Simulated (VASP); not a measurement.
```xyz
2
Lattice="2.8800 0.0000 0.0000 0.0000 2.8800 0.0000 0.0000 0.0000 2.8800" Properties=species:S:1:pos:R:3 pbc="T T T"
Ga     1.4400     1.4400     1.4400
Co     0.0000     0.0000     0.0000
```

All values below come from PBE GGA with D4 dispersion, VASP's PBE PAW potentials (set 64) (plane waves; VASP). Numerical set-up: 520 eV cut-off, 11×11×11 Γ-centred mesh, first-order Methfessel-Paxton smearing of 0.10 eV, potentials Ga_d Co.

Energy and stress use the plane-wave basis of the starting cell.

Q: The ions, cell shape and volume are relaxed. What does this cell relax into?

A: 
```xyz
2
Lattice="2.8470 0.0000 0.0000 0.0000 2.8470 0.0000 0.0000 0.0000 2.8470" Properties=species:S:1:pos:R:3 pbc="T T T"
Ga     1.4235     1.4235     1.4235
Co     0.0000     0.0000     0.0000
```
Space group Pm-3m (221), at a tolerance of 0.03 Å.

Q: How do energy and volume change from the first to the last step?

A: The energy (σ→0) changes by -8.4 meV/atom and the volume by -3.4 %, in 3 ionic steps.

| step | E(σ→0) (eV) | max force (eV/Å) | pressure (GPa) | volume (Å³) |
|---|---|---|---|---|
| 1 | -11.5695 | 0.000 | -6.35 | 23.89 |
| 2 | -11.5690 | 0.000 | 7.24 | 22.29 |
| 3 | -11.5863 | 0.000 | -0.02 | 23.08 |

The compound is CoGa in the CsCl type structure. This run relaxes it. Symmetry was kept, so distortions that lower it aren't found. The run is not spin-polarised, so no magnetic state was tried.
